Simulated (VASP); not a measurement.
These are PBEsol GGA, VASP's PBE PAW potentials (set 64) (plane waves; VASP) values and carry that method's errors.

Input for VASP

KPOINTS:
```
Automatic mesh
0
Gamma
7 7 7
0 0 0
```

INCAR:
```
# general
SYSTEM  = GaSb
PREC    = Accurate
ENCUT   = 520
LREAL   = F
LASPH   = T

# electronic loop
EDIFF   = 1E-6
NELM    = 100
ALGO    = Normal
LMAXMIX = 4

# smearing
ISMEAR  = 0
SIGMA   = 0.05

# functional
GGA     = PS

# ions
IBRION  = 2
NSW     = 60
ISIF    = 3
EDIFFG  = -0.01

# output
LWAVE   = F
LCHARG  = F
```

### POSCAR
```
GaSb
1
    0.0000000000     3.0500000000     3.0500000000
    3.0500000000     0.0000000000     3.0500000000
    3.0500000000     3.0500000000     0.0000000000
Ga Sb
1 1
Direct
  0.0000000000   0.0000000000   0.0000000000
  0.2500000000   0.2500000000   0.2500000000
```

POTCAR, in this order: Ga_d Sb (PBE.64 set). Program: vasp_std.

### Question
What will the output report for the number of irreducible k-points (NKPTS), largest plane-wave count, number of space-group operations, FFT grid (NGX, NGY, NGZ)?

### Answer

```yaml
number of irreducible k-points (NKPTS): 20
largest_plane_wave_count: 1541
number_of_space_group_operations: 24
FFT grid (NGX, NGY, NGZ): 32 × 32 × 32
```

The compound is GaSb in the zinc blende structure. This run relaxes it. Symmetry was kept, so distortions that lower it aren't found.
